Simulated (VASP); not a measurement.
Computed with vdW-DF-cx, VASP's PBE PAW potentials (set 64) (plane waves; VASP 6.6.1).

VASP ran on this input.

KPOINTS:
```
Automatic mesh
0
Gamma
8 8 8
0 0 0
```

INCAR:
```
SYSTEM = ZnSe
PREC = Accurate
ENCUT = 520
EDIFF = 1E-7
NELM = 100
ALGO = Normal
LREAL = .FALSE.
LASPH = .TRUE.
ISMEAR = 0
SIGMA = 0.05
GGA = CX
LUSE_VDW = .TRUE.
AGGAC = 0.0
LMAXMIX = 4
LWAVE = .FALSE.
LCHARG = .FALSE.
ISIF = 2
```

### POSCAR
```
ZnSe
1
    0.0000000000     2.8597391116     2.8597391116
    2.8597391116     0.0000000000     2.8597391116
    2.8597391116     2.8597391116     0.0000000000
Zn Se
1 1
Direct
  0.0000000000   0.0000000000   0.0000000000
  0.2500000000   0.2500000000   0.2500000000
```

POTCAR, in this order: Zn Se (PBE.64 set). Program: vasp_std.

### Question
What does the run give for the energy per atom (σ→0), pressure, band gap (on the k-mesh)?

### Answer

The energy per atom (σ→0) is -0.744 eV/atom. The band gap (on the k-mesh) is 1.09 eV. The pressure is -1.67 GPa.

File OSZICAR:
```
...
DAV:   8    -0.148830077063E+01    0.10356E-03   -0.37771E-03   884   0.646E-01    0.434E-01
DAV:   9    -0.148847797520E+01   -0.17720E-03   -0.94636E-04   809   0.299E-01    0.689E-02
DAV:  10    -0.148855273561E+01   -0.74760E-04   -0.13122E-04   852   0.113E-01    0.168E-02
DAV:  11    -0.148856118335E+01   -0.84477E-05   -0.23509E-05   847   0.535E-02    0.421E-03
DAV:  12    -0.148856227245E+01   -0.10891E-05   -0.38867E-06   874   0.163E-02    0.352E-03
DAV:  13    -0.148856238441E+01   -0.11196E-06   -0.61544E-07   804   0.728E-03    0.785E-04
DAV:  14    -0.148856242584E+01   -0.41428E-07   -0.43380E-08   582   0.366E-03
   1 F= -.14885624E+01 E0= -.14885624E+01  d E =-.873508E-17
```

The compound is ZnSe in the zinc blende structure. This cell is one point of a volume scan, at 1.03 of the reference volume.
